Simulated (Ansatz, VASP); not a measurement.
**One calculation of Ta3AsAu2O13, two programs**

INCAR

```
SYSTEM = Ta3AsAu2O13
  PREC = Accurate
  ENCUT = 520
  EDIFF = 1E-7
  ISMEAR = -1
  SIGMA = 0.05
  LREAL = .False.
  LASPH = .True.
  NELM = 80
  ALGO = Normal
  ISIF = 2
  LWAVE = .False.
  LCHARG = .False.
  GGA = PE
  NBANDS = 84
  KPAR = 4
```

The input KPOINTS:

```
regular mesh
0
Gamma
  7 7 3
  0 0 0
```

The input POSCAR:

```
Ta3AsAu2O13
1.0
    6.8006700000     -1.9216300000     -0.0262100000
    6.8006700000      1.9216300000     -0.0262100000
   -1.7222500000      0.0000000000     10.3728800000
Ta As Au O
3 1 2 13
Direct
    0.2983200000      0.2983200000      0.6304200000
    0.3583800000      0.3583800000      0.0038600000
    0.6415300000      0.6415300000      0.9984100000
    0.7021000000      0.7021000000      0.3624900000
    0.6017600000      0.6017600000      0.6318100000
    0.3998900000      0.3998900000      0.3657700000
    0.3425700000      0.3425700000      0.8055700000
    0.4163800000      0.4163800000      0.5563500000
    0.7815900000      0.7815900000      0.5938900000
    0.6595800000      0.6595800000      0.2007100000
    0.5909500000      0.5909500000      0.4348600000
    0.2189700000      0.2189700000      0.4115600000
    0.6154600000      0.6154600000      0.8221400000
    0.1440000000      0.1440000000      0.6409700000
    0.3830000000      0.3830000000      0.1794700000
    0.8449800000      0.8449800000      0.3582500000
    0.5005000000      0.5005000000      0.0025800000
    0.8126900000      0.8126900000      0.9923200000
    0.1873700000      0.1873700000      0.0085600000
```

The input input.yaml:

```yaml
crystal:
  lattice:
    - [6.80067, -1.92163, -0.02621]
    - [6.80067, 1.92163, -0.02621]
    - [-1.72225, 0.0, 10.37288]
  atoms:
    - { symbol: Ta, position: [0.29832, 0.29832, 0.63042] }
    - { symbol: Ta, position: [0.35838, 0.35838, 0.00386] }
    - { symbol: Ta, position: [0.64153, 0.64153, 0.99841] }
    - { symbol: As, position: [0.7021, 0.7021, 0.36249] }
    - { symbol: Au, position: [0.60176, 0.60176, 0.63181] }
    - { symbol: Au, position: [0.39989, 0.39989, 0.36577] }
    - { symbol: O, position: [0.34257, 0.34257, 0.80557] }
    - { symbol: O, position: [0.41638, 0.41638, 0.55635] }
    - { symbol: O, position: [0.78159, 0.78159, 0.59389] }
    - { symbol: O, position: [0.65958, 0.65958, 0.20071] }
    - { symbol: O, position: [0.59095, 0.59095, 0.43486] }
    - { symbol: O, position: [0.21897, 0.21897, 0.41156] }
    - { symbol: O, position: [0.61546, 0.61546, 0.82214] }
    - { symbol: O, position: [0.144, 0.144, 0.64097] }
    - { symbol: O, position: [0.383, 0.383, 0.17947] }
    - { symbol: O, position: [0.84498, 0.84498, 0.35825] }
    - { symbol: O, position: [0.5005, 0.5005, 0.00258] }
    - { symbol: O, position: [0.81269, 0.81269, 0.99232] }
    - { symbol: O, position: [0.18737, 0.18737, 0.00856] }
hamiltonian:
  xc: pbe
  pseudopotentials: { kind: nc, accuracy: standard }
kpoints:
  mp_grid: { grid: [7, 7, 3] }
scf:
  occupations: { method: fermi_dirac, width: 0.05 }
output:
  forces: true
  stress: true
  eigenvalues: true
```

The cell was built by a generator and needn't be a form met in nature.

Alike in both runs: task single point; functional PBE; k mesh 7 × 7 × 3; occupations fermi-dirac, width 0.05 eV; no spin polarisation.

|  | VASP | Ansatz |
| --- | --- | --- |
| version | VASP 6.6.1 | Ansatz 0.2.0 |
| potentials or method | VASP PAW PBE potentials, release 64 (Ta_pv, As, Au, O) | PseudoDojo standard (PBE files) |
| plane-wave cutoff (eV) | 520 | 1143 |
| valence electrons in the cell | 138 | 170 |

Ansatz gave:

* gap on the k mesh at the Fermi level (eV): none
* pressure (GPa): -0.7
* largest component of the traceless stress (GPa): 0.22
* rms of the force components (eV/Å): 0.040

Task: Estimate VASP's values.

Result: gap on the k mesh at the Fermi level (eV): none; pressure (GPa): 0.7; largest component of the traceless stress (GPa): 0.40; rms of the force components (eV/Å): 0.077.

Atom by atom the forces differ by 0.102 eV/Å (rms over components). A gap of «none» marks a metal or a gap that the smearing closes. The two sets of potentials don't hold the same shells in valence.

Spin-orbit coupling is left out, which matters for the levels of Au, Ta.
